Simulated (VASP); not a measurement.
Output of a VASP run:

OSZICAR:
```
       N       E                     dE             d eps       ncg     rms          rms(c)
DAV:   1     0.427602649733E+02    0.42760E+02   -0.41176E+03   678   0.145E+03
DAV:   2    -0.101258233689E+02   -0.52886E+02   -0.52424E+02   672   0.299E+02
DAV:   3    -0.143548258548E+02   -0.42290E+01   -0.39711E+01  1146   0.707E+01
DAV:   4    -0.144251468262E+02   -0.70321E-01   -0.68664E-01   720   0.860E+00
DAV:   5    -0.144283237778E+02   -0.31770E-02   -0.31762E-02  1092   0.182E+00    0.132E+01
DAV:   6    -0.174656845632E+02   -0.30374E+01   -0.10088E+02  1014   0.207E+02    0.211E+01
DAV:   7    -0.125158660841E+02    0.49498E+01   -0.47916E+01  1002   0.128E+02    0.249E+00
DAV:   8    -0.124923630841E+02    0.23503E-01   -0.17780E-01   732   0.753E+00    0.154E+00
DAV:   9    -0.124808889645E+02    0.11474E-01   -0.69489E-02  1026   0.529E+00    0.433E-01
DAV:  10    -0.124801510849E+02    0.73788E-03   -0.37322E-03  1008   0.107E+00    0.965E-02
DAV:  11    -0.124801524973E+02   -0.14124E-05   -0.19556E-04  1026   0.294E-01    0.573E-02
DAV:  12    -0.124801402651E+02    0.12232E-04   -0.67581E-05  1026   0.152E-01    0.762E-03
DAV:  13    -0.124801401797E+02    0.85450E-07   -0.28851E-07   336   0.104E-02
   1 F= -.12480140E+02 E0= -.12480110E+02  d E =-.892937E-04
```

File OUTCAR:
```
------------------------ aborting loop because EDIFF is reached ----------------------------------------
  FORCE on cell =-STRESS in cart. coord.  units (eV):
  Direction    XX          YY          ZZ          XY          YZ          ZX
  --------------------------------------------------------------------------------------
  Total       -2.4604382     -2.4604382     -2.4604382     -0.0000000      0.0000000     -0.0000000
  in kB     -150.7452265   -150.7452265   -150.7452265     -0.0000000      0.0000000     -0.0000000
  external PRESSURE =    -150.7452265 kB  Pullay stress =       0.0000000 kB
  volume of cell :       26.15
      direct lattice vectors                 reciprocal lattice vectors
     2.968200000  0.000000000  0.000000000     0.336904521  0.000000000  0.000000000
     0.000000000  2.968200000  0.000000000     0.000000000  0.336904521  0.000000000
     0.000000000  0.000000000  2.968200000     0.000000000  0.000000000  0.336904521
 POSITION                                       TOTAL-FORCE (eV/Angst)
 -----------------------------------------------------------------------------------
      1.48410      1.48410      1.48410         0.000000      0.000000      0.000000
      0.00000      0.00000      0.00000         0.000000      0.000000      0.000000
 -----------------------------------------------------------------------------------
    total drift:                               -0.000000      0.000000     -0.000000
  FREE ENERGIE OF THE ION-ELECTRON SYSTEM (eV)
  ---------------------------------------------------
  free  energy   TOTEN  =       -12.4801401797 eV

  energy  without entropy=      -12.4800508860  energy(sigma->0) =      -12.48011042
```
(Selected blocks of OUTCAR.)

POSCAR:
```
FeAl
1
    2.9682000000     0.0000000000     0.0000000000
    0.0000000000     2.9682000000     0.0000000000
    0.0000000000     0.0000000000     2.9682000000
Al Fe
1 1
Direct
  0.5000000000   0.5000000000   0.5000000000
  0.0000000000   0.0000000000   0.0000000000
```

### Question
Write an INCAR and KPOINTS that could have produced this output.

### Answer
One answer among several that fit: the input of the run itself, PBE GGA, plane waves, VASP's PBE PAW potentials (set 64).

### INCAR
```
SYSTEM = FeAl
PREC = Accurate
ENCUT = 400
EDIFF = 1E-6
NELM = 100
ALGO = Normal
LREAL = .FALSE.
LASPH = .TRUE.
ISMEAR = 1
SIGMA = 0.1
GGA = PE
LMAXMIX = 4
LWAVE = .FALSE.
LCHARG = .FALSE.
ISIF = 2
NBANDS = 6
```

File KPOINTS:
```
Automatic mesh
0
Gamma
11 11 11
0 0 0
```

POTCAR, in this order: Al Fe (PBE.64 set). Program: vasp_std.

The compound is FeAl in the CsCl type structure. The cell was not relaxed at this level. The run is one of a series of settings (NBANDS = 6 against the base run), some of them coarse on purpose. The run is not spin-polarised, so no magnetic state was tried. The electron count is odd and the run is not spin-polarised, which forces a metal. VASP warned that the highest band is occupied, so more bands are needed.
